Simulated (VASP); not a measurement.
Input:

```xyz
2
Lattice="1.4904 -2.5815 0.0000 1.4904 2.5815 0.0000 0.0000 0.0000 2.8971" Properties=species:S:1:pos:R:3 pbc="T T T"
W      0.0000     0.0000     0.0000
C      1.4904     0.8605     1.4486
```

Calculation: vdW-DF2, VASP's PBE PAW potentials (set 64) (plane waves; VASP). Settings: 520 eV cut-off, 16×16×14 Γ-centred mesh, tetrahedra with Blöchl corrections, potentials W_sv C.

Unless said otherwise, spin-orbit coupling is left out, though it shifts the bands of the heavy elements here.

### Question
Tabulate the total density of states (states/eV per cell) against energy (eV; zero at the valence-band maximum or, without a gap, the Fermi level).

### Answer

(E (eV), DOS (states/eV)): (-9.98, 0.00); (-9.38, 0.00); (-8.90, 0.00); (-8.30, 0.00); (-7.70, 0.02); (-7.22, 0.06); (-6.62, 0.12); (-6.02, 1.68); (-5.54, 1.24); (-4.94, 0.71); (-4.34, 0.86); (-3.86, 1.48); (-3.26, 1.50); (-2.66, 1.89); (-2.18, 1.21); (-1.58, 0.96); (-0.98, 1.45); (-0.50, 0.81); (0.10, 0.24); (0.70, 0.22); (1.18, 0.39); (1.78, 0.80); (2.38, 0.87); (2.86, 0.81); (3.46, 1.94)
Within 2 eV below the Fermi level the largest weight inside VASP's projection spheres is W d, then C p.

The compound is WC in the wc structure. It was relaxed first, which changed the volume by +7 %.
